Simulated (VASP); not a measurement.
Given:

```yaml
crystal:
  lattice:
    - [0.00000, 2.83790, 2.83790]
    - [2.83790, 0.00000, 2.83790]
    - [2.83790, 2.83790, 0.00000]
  atoms:
    - { symbol: Al, position: [0.00000, 0.00000, 0.00000] }
    - { symbol: As, position: [0.75000, 0.75000, 0.75000] }
```

Computed with G0W0 on PBE orbitals, VASP's PBE PAW potentials (set 64) (plane waves; VASP). Settings: PREC = Normal, 350 eV cut-off, 4×4×4 Γ-centred mesh, Gaussian smearing of 0.010 eV, potentials Al_GW As_GW.

The mesh is coarse and the basis finite, so the quasiparticle values are not converged.

NBANDS = 88, ENCUTGW = 170 eV, NOMEGA = 64. The PBE levels (eV) that the step starts from are:

| state | KS energy | filling |
|---|---|---|
| k1 (0.00, 0.00, 0.00), band 1 | -8.42 | 2 |
| k1 (0.00, 0.00, 0.00), band 2 | 3.40 | 2 |
| k1 (0.00, 0.00, 0.00), band 3 | 3.40 | 2 |
| k1 (0.00, 0.00, 0.00), band 4 | 3.40 | 2 |
| k1 (0.00, 0.00, 0.00), band 5 | 5.38 | 0 |
| k1 (0.00, 0.00, 0.00), band 6 | 7.65 | 0 |
| k1 (0.00, 0.00, 0.00), band 7 | 7.65 | 0 |
| k1 (0.00, 0.00, 0.00), band 8 | 7.65 | 0 |
| k8 (-0.25, 0.50, 0.25), band 1 | -6.43 | 2 |
| k8 (-0.25, 0.50, 0.25), band 2 | -1.69 | 2 |
| k8 (-0.25, 0.50, 0.25), band 3 | 0.24 | 2 |
| k8 (-0.25, 0.50, 0.25), band 4 | 0.59 | 2 |
| k8 (-0.25, 0.50, 0.25), band 5 | 7.71 | 0 |
| k8 (-0.25, 0.50, 0.25), band 6 | 8.99 | 0 |
| k8 (-0.25, 0.50, 0.25), band 7 | 9.05 | 0 |
| k8 (-0.25, 0.50, 0.25), band 8 | 9.43 | 0 |

### Question
Give the quasiparticle energies and renormalisation factors Z.

### Answer

```json
[
 {"state": "k1 (0.00, 0.00, 0.00), band 1", "QP energy (eV)": "-8.87", "Z": "0.65"},
 {"state": "k1 (0.00, 0.00, 0.00), band 2", "QP energy (eV)": "2.90", "Z": "0.76"},
 {"state": "k1 (0.00, 0.00, 0.00), band 3", "QP energy (eV)": "2.90", "Z": "0.76"},
 {"state": "k1 (0.00, 0.00, 0.00), band 4", "QP energy (eV)": "2.90", "Z": "0.76"},
 {"state": "k1 (0.00, 0.00, 0.00), band 5", "QP energy (eV)": "5.85", "Z": "0.77"},
 {"state": "k1 (0.00, 0.00, 0.00), band 6", "QP energy (eV)": "7.87", "Z": "0.76"},
 {"state": "k1 (0.00, 0.00, 0.00), band 7", "QP energy (eV)": "7.87", "Z": "0.76"},
 {"state": "k1 (0.00, 0.00, 0.00), band 8", "QP energy (eV)": "7.87", "Z": "0.76"},
 {"state": "k8 (-0.25, 0.50, 0.25), band 1", "QP energy (eV)": "-6.76", "Z": "0.69"},
 {"state": "k8 (-0.25, 0.50, 0.25), band 2", "QP energy (eV)": "-2.27", "Z": "0.70"},
 {"state": "k8 (-0.25, 0.50, 0.25), band 3", "QP energy (eV)": "-0.40", "Z": "0.73"},
 {"state": "k8 (-0.25, 0.50, 0.25), band 4", "QP energy (eV)": "-0.03", "Z": "0.74"},
 {"state": "k8 (-0.25, 0.50, 0.25), band 5", "QP energy (eV)": "7.78", "Z": "0.76"},
 {"state": "k8 (-0.25, 0.50, 0.25), band 6", "QP energy (eV)": "9.34", "Z": "0.75"},
 {"state": "k8 (-0.25, 0.50, 0.25), band 7", "QP energy (eV)": "9.29", "Z": "0.74"},
 {"state": "k8 (-0.25, 0.50, 0.25), band 8", "QP energy (eV)": "9.49", "Z": "0.76"}
]
```
On the mesh the gap opens from 1.42 to 1.95 eV.

The structure comes from a computed database's AlAs entry (F-43m); how it stands against other phases isn't given here. The cell was not relaxed at this level. The k-mesh is coarse (spacing up to 0.48 per Å, 2π included), so the numbers may not be converged in it.
